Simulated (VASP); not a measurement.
Pd:

```xyz
1
Lattice="0.0000 1.9587 1.9587 1.9587 0.0000 1.9587 1.9587 1.9587 0.0000" Properties=species:S:1:pos:R:3 pbc="T T T"
Pd    0.0000    0.0000    0.0000
```

| Item | Value |
| --- | --- |
| Program | VASP 6.6.1 |
| Task | relaxation of cell and atoms |
| Functional | RPBE |
| Potentials or basis | VASP PAW PBE potentials, release 64 (Pd) |
| Cutoff | 600 eV |
| k mesh | 18 × 18 × 18 |
| Occupations | gaussian, width 0.1 eV |
| Spin | no spin polarisation |

At the start: pressure 7.7 GPa; volume 15.03 Å³/atom.

Where does the relaxation end?

Over 15 steps the energy falls by 15.8 meV/atom and the volume is 15.72 Å³/atom (+4.6 %); space group Fm-3m (No. 225, to 0.05 Å).

The path:
```
step  energy change (eV)  largest force (eV/Å)  pressure (GPa)  volume (Å³)
   1              0.0000                0.0000            7.67        15.03
   2              0.0065                0.0000           -7.23        16.65
   3             -0.0158                0.0000           -0.07        15.73
   4             -0.0158                0.0000            0.07        15.72
   5             -0.0158                0.0000            0.07        15.72
   6             -0.0158                0.0000            0.07        15.72
   7             -0.0158                0.0000            0.06        15.72
   8             -0.0158                0.0000            0.06        15.72
   9             -0.0158                0.0000            0.06        15.72
  10             -0.0158                0.0000            0.06        15.72
  11             -0.0158                0.0000            0.06        15.72
  12             -0.0158                0.0000            0.06        15.72
  13             -0.0158                0.0000            0.06        15.72
  14             -0.0158                0.0000            0.06        15.72
  15             -0.0158                0.0000            0.05        15.72
```

Final structure:
```
Pd
1.0
     0.00000    1.98822    1.98822
     1.98822    0.00000    1.98822
     1.98822    1.98822    0.00000
Pd
1
Direct
  0.00000 0.00000 0.00000
```

Caveat: the PAW data sets were made with another functional, which shifts forces and pressure a little.
